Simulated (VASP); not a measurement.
A run of VASP 6.6.1 is set up as follows.

The input INCAR:

```
SYSTEM = Pb
PREC     = Accurate       ! precision mode
ENCUT    = 600            ! plane-wave cutoff, eV
EDIFF    = 1E-7           ! SCF threshold, eV
ISMEAR   = 1              ! smearing method
SIGMA    = 0.1            ! smearing width, eV
LREAL    = .FALSE.        ! projectors in reciprocal space
LASPH    = .TRUE.         ! aspherical terms in the spheres
NELM     = 80             ! most SCF steps
ALGO     = Normal         ! electronic algorithm
ISIF     = 2              ! what is computed and relaxed
LWAVE    = .FALSE.        ! write WAVECAR
LCHARG   = .FALSE.        ! write CHGCAR
GGA      = PE             ! functional
IBRION   = 2              ! ionic algorithm
NSW      = 40             ! ionic steps
EDIFFG   = -0.01          ! ionic threshold
```

KPOINTS

```
Automatic mesh
0
G
  14 14 14
  0 0 0
```

File POSCAR:

```
Pb                                      
1.0
   -0.0000000000      2.4864632319      2.4864632319
    2.4864632319     -0.0000000000      2.4864632319
    2.4864632319      2.4864632319      0.0000000000
  Pb            
     1
Direct
     0.0000000000000000    0.0000000000000000    0.0000000000000000
```

Potentials or basis: VASP PAW PBE potentials, release 64 (Pb_d).

Command:

```sh
$ cat potpaw_PBE.64/Pb_d/POTCAR > POTCAR
$ mpirun -np 1 vasp_std > vasp.out
```

**Question.** Predict the band gap on the k mesh.

**Answer.** None (metal or under the smearing width).

Final structure:
```cif
data_structure
_symmetry_space_group_name_H-M 'P 1'
_symmetry_Int_Tables_number 1
_cell_length_a 3.5164
_cell_length_b 3.5164
_cell_length_c 3.5164
_cell_angle_alpha 60.000
_cell_angle_beta 60.000
_cell_angle_gamma 60.000
_cell_volume 30.75
loop_
_atom_site_label
_atom_site_type_symbol
_atom_site_fract_x
_atom_site_fract_y
_atom_site_fract_z
_atom_site_occupancy
Pb1 Pb 0.00000 0.00000 0.00000 1
```

Caveat: the relaxation stopped at its first step, so nothing moved. The run has no spin-orbit coupling, so splittings on Pb are missing.
